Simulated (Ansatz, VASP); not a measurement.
## BiSb: VASP beside Ansatz

Wanted: the spread between two codes on one cell, functional and k mesh. The cell is generated by rule, not measured, and may not be a known phase. The cell is taken from a series of runs on this material, whose earlier steps may have relaxed, scaled, displaced or heated it; both programs get it as it stands.

Program: Ansatz 0.2.0. Level of theory: plane waves, with VASP 6.6.1 beside it; zone-centre phonons at PBEsol. Results are calculated unless marked as measured.

The structure was built from a prototype and need not be the compound's stable phase.

### Step 1. Starting point

The structure is cubic, space group Fm-3m (No. 225). Conventional cell: a = 6.295 Å, b = 6.295 Å, c = 6.295 Å, α = 90.00°, β = 90.00°, γ = 90.00°. Nearest to Bi lie 6 Sb at 3.15 Å. Nearest to Sb lie 6 Bi at 3.15 Å. Farther neighbours are not listed.

### Step 2. Ansatz: zone-centre phonons, PBEsol

Ansatz runs on its default PAW (the set named soft_2) files.

Second derivatives magnify differences that forces hide, and they need a tight electronic threshold.

The input, input.yaml:

```yaml
crystal:
  lattice:
    - [-2.2254532809, 2.2254532809, 3.1473524208]
    - [2.2254532809, -2.2254532809, 3.1473524208]
    - [2.2254532809, 2.2254532809, -3.1473524208]
  atoms:
    - { symbol: Bi, position: [0.5, 0.5, 0.0] }
    - { symbol: Sb, position: [0.0, 0.0, 0.0] }
kpoints:
  mp_grid: { grid: [12, 12, 12] }
hamiltonian:
  xc: pbesol
scf:
  occupations: { method: methfessel_paxton, width: 0.15 }
output:
  eigenvalues: true
phonons:
  method: dfpt
```

Command:

```sh
$ ansatz run input.yaml --threads 4 --pin off --max-ram 7168MiB --backend cpu --events-out ev --progress --plain --runs-dir out
```

Numbers of over 12 decimals in the logs are rounded to 6 here.

Log:

```text
Warning: 32 symmetry operations that the atoms keep within the bar at which the run's group was sought (crystal.symmetry.tolerance 1.0e-5, or twice it) were not taken beside the 16 unitary ones that the detection took (of a slab, those that keep its plane). If the more symmetric cell is meant, write the vectors of crystal.lattice to more decimals, or, with the positions in fractional coordinates, give it by lengths a [...]
zone centre: on kpoints.mp_grid the ground state, and the responses unless they are solved on pairs of k-points, stand on 280 of the mesh's 1728 k-points, reduced under 8 symmetry operations, with k and −k counted as one. Each operation leaves every solved displacement unchanged or reverses it
Engine: ansatz 0.2.0, x86_64-unknown-linux-gnu
Pseudopotentials: kind: paw
Pseudopotential: Bi, paw, valence charge 15, recommended cutoff 420 eV (normal), Bi.paw.azcp
Pseudopotential: Sb, paw, valence charge 15, recommended cutoff 420 eV (normal), Sb.paw.azcp
Functional definition: PBEsol
  exchange = pbesol_x
  correlation = pbesol_c
Crystal: 2 atoms, lattice volume = 62.351 Å³
Basis set: ecut = 420 eV, 1243 PW (Γ), exchange–correlation on 60×60×60 points (8 copies of the dense FFT grid, shifted against one another)
Bands: 19, of which v1, the nominal top of the filled ones, is band 15 counted from 1 (14 counted from 0)
Symmetry: 16 space group operations
k-points: 280 of 1728 (irreducible under 8 space group operations)
Non-local potential: Bi, projectors of the file, l = 0: 2, l = 1: 2, l = 2: 2, l = 3: 2
Non-local potential: Sb, projectors of the file, l = 0: 2, l = 1: 2, l = 2: 2, l = 3: 2
PAW form: soft (Blöchl's): semilocal exchange-correlation on the pseudo side does not see the compensation charge
PAW frozen core: Bi, regenerated for the run's functional, and the local potential with it (the file was generated under x = pbe(κ = 0.804, μ = 0.219515), c = pbe(β = 0.066725))
PAW frozen core: Sb, regenerated for the run's functional, and the local potential with it (the file was generated under x = pbe(κ = 0.804, μ = 0.219515), c = pbe(β = 0.066725))
PAW one-centre angular grid: Bi, 590 points (default); XC on 64 Gauss nodes
PAW one-centre angular grid: Sb, 590 points (default); XC on 64 Gauss nodes
Initial density: superposition of atomic densities (neutral atoms: chi_scale 0, normalization atom), corrected by the library's trained network
Initial wavefunctions: pseudopotential atomic-orbital guess
Functional: x = pbesol(κ = 0.804, μ = 0.123457), c = pbesol(β = 0.046)
SCF iter   1: F=—  HF=-18650.042362 eV  |F-HF|=—  |Δ(HF+E_count)|=         —  Δρ=1.86e-3  dr2=1.93e-3  ethr=1.77e-3  ⟨swp⟩=5.7  Hψ=26316  notcnv=0
preconditioner: auto → Kerker (q_TF=auto, 2.415 Å⁻¹)  [metal: Δε(μ)=0.008 eV  Ē_g=8.866 eV  σ=0.150 eV  W_gap=0.05  n_scr=14 (ndim 8)  ℏωp=14.9 eV  f_vac=0.001  D(μ)=0.80/eV (n_scr^D=0)]
SCF iter   2: F=—  HF=-18650.039899 eV  |F-HF|=—  |Δ(HF+E_count)|=   2.46e-3  S|Δr|=    0.00e0  Δρ=1.34e-3  dr2=9.72e-4  ethr=6.43e-6  ⟨swp⟩=2.8  Hψ=12034  notcnv=0
SCF iter   3: F=—  HF=-18650.039775 eV  |F-HF|=—  |Δ(HF+E_count)|=   1.24e-4  S|Δr|=    0.00e0  Δρ=9.03e-4  dr2=2.59e-4  ethr=3.24e-6  ⟨swp⟩=2.0  Hψ=9532  notcnv=0
SCF iter   4: F=—  HF=-18650.039601 eV  |F-HF|=—  |Δ(HF+E_count)|=   1.74e-4  S|Δr|=    0.00e0  Δρ=3.22e-4  dr2=4.48e-5  ethr=8.65e-7  ⟨swp⟩=2.0  Hψ=9348  notcnv=0
SCF iter   5: F=—  HF=-18650.039586 eV  |F-HF|=—  |Δ(HF+E_count)|=   1.57e-5  S|Δr|=    0.00e0  Δρ=5.35e-5  dr2=3.45e-6  ethr=1.49e-7  ⟨swp⟩=2.0  Hψ=9259  notcnv=0
SCF iter   6: F=—  HF=-18650.039589 eV  |F-HF|=—  |Δ(HF+E_count)|=   3.08e-6  S|Δr|=    0.00e0  Δρ=2.73e-5  dr2=4.19e-7  ethr=1.15e-8  ⟨swp⟩=2.0  Hψ=6772  notcnv=0
SCF iter   7: F=—  HF=-18650.039587 eV  |F-HF|=—  |Δ(HF+E_count)|=   2.01e-6  S|Δr|=    0.00e0  Δρ=1.35e-5  dr2=6.73e-8  ethr=1.40e-9  ⟨swp⟩=2.0  Hψ=9473  notcnv=0
SCF iter   8: F=—  HF=-18650.039587 eV  |F-HF|=—  |Δ(HF+E_count)|=   2.75e-8  S|Δr|=    0.00e0  Δρ=8.95e-7  dr2=2.92e-10  ethr=2.24e-10  ⟨swp⟩=2.0  Hψ=9534  notcnv=0
SCF iter   9: F=—  HF=-18650.039587 eV  |F-HF|=—  |Δ(HF+E_count)|=  1.56e-10  S|Δr|=    0.00e0  Δρ=3.23e-7  dr2=4.31e-11  ethr=1.00e-12  ⟨swp⟩=2.4  Hψ=7426  notcnv=0
SCF iter  10: F=-18650.039587 eV  HF=-18650.039587 eV  |F-HF|=7.28e-12  |Δ(HF+E_count)|=  1.82e-11  S|Δr|=    0.00e0  Δρ=2.35e-8  dr2=4.38e-13  ethr=1.00e-12  ⟨swp⟩=6.0  Hψ=24707  notcnv=0
SCF 1 converged in 10 iterations: F = -18650.039587 eV  dr2 = 4.38e-13
  greatest PAW one-centre occupation: 0.996 electrons in one spin orbital (limit 2), on the Sb atom at site 1 (counted from 0), in its partial waves of l = 2
DFPT response loops at Γ: preconditioner auto → Kerker (q_TF=auto, 2.415 Å⁻¹) (partly filled bands, converged f_vac=0.000); β = 1.00, the filter's whole step (`scf.mixing.beta` (0.50) is not read by the response loops under this deck's `scf.mixing.preconditioner`; to damp them name `kerker` or `kerker_dos`, under which they read `scf.mixing.beta`, and type it under 1.00, their step now; both keys bind the ground state too); Broyden in place of MSR1
SCF converged after 10 iterations
Stability not checked: this state was not tested for a lower state beside it, because cold or Methfessel-Paxton smearing, or corrected tetrahedra, fill the levels in a way that the test cannot read (fill_not_monotonic; see scf.lower_state_search)
Free energy (F): -18650.039587 eV
Harris-Foulkes:  -18650.039587 eV  (|F-HF|=7.28e-12)
Internal energy: -18650.039715 eV  (E = F + TS)
E sigma→0 (E₀):  -18650.039619 eV
Entropy (-TS):   0.000129 eV (0.064 meV/atom)
Fermi energy:    10.276426 eV
Step filling:    the computed levels leave a gap of 0.0000 eV = 0.0 smearing widths at the electron count; against every level under it full and every level over it empty, smearing changes F+E_penalty+E_count by -0.369 meV and its σ→0 estimate by -0.401 meV
--- Per-component energies (eV) ---
  E_band       = -262.043396
  E_kinetic    = 510.153051
  E_local      = -3061.867671  (includes V_loc(G=0)·N_el)
  E_nonlocal   = 926.332484
  E_hartree    = 1192.981927
  E_xc         = -287.988649
  E_vxc        = -241.069740  (∫ρ·V_xc dr)
  E_paw        = -15009.272505  (= ΣΔE_a)
  E_vpaw       = -781.554882  (= ΣTr[D̂ρ^β])
  E_aug_tail   = -0.000464  (compensation charges beyond the density's cutoff)
  E_ewald      = -2920.799499
  E_core_change = 0.421609  (= ΣΔE_core)
  E_smearing   = 0.000129  (= −TS)
  E_closure    = -0.000000  (closes the sum)
  Σ components = -18650.039587   (vs F -18650.039587, Δ=0.00e0)
--- Band table (eV; the first three rows and the last of 280) ---
  k-point 0: bands = [... 11 lower, 4.4807, 8.7744, 8.7744, 8.7748, 13.5833, 13.5840, 13.5840, 15.4180]
  k-point 1: bands = [... 11 lower, 4.1613, 8.5933, 8.5937, 9.3521, 12.3931, 13.6802, 13.6810, 14.8677]
  k-point 2: bands = [... 11 lower, 3.5266, 8.1599, 8.1603, 10.2840, 10.8412, 13.9678, 13.9685, 14.1045]
  k-point 279: bands = [... 11 lower, 2.2789, 4.8516, 6.8744, 6.8744, 12.6564, 15.6025, 15.6025, 17.6701]
--- Phonons (Γ-DFPT): 4 representative perturbations + reference, on 280 of 1728 k-points (Σ response iterations 12) ---
  k mesh reduced under 8 symmetry operations, with k and −k counted as one. Each operation leaves every solved displacement unchanged or reverses it
  ASR residual: 2.194e-5 → 0.000e0 eV/Å²; symmetrization residual: 2.952e-5 eV/Å²
  ASR residual per site (eV/Å²): 9.07e-6 2.19e-5
  Γ frequencies (cm⁻¹): -95.33 -95.31 -95.31 0.00 0.00 0.00
  non-analytic LO–TO correction: not included (Born effective charges unavailable; polar crystals: no LO–TO splitting at Γ)
```

(Part 1 of 2 ends here.)

[Lines on the potential files, build, host, timing and source positions are cut from VASP's logs without a mark.]

[Logs are printed without paths, hosts, clocks, repeated set-up lines and the standing remarks that a program may print on its own settings, such as how far it seeks lower states.]

[Hosts, paths, dates, database ids (printed as entryN), source tags and the programs' standing remarks are cut or masked in the printed files.]
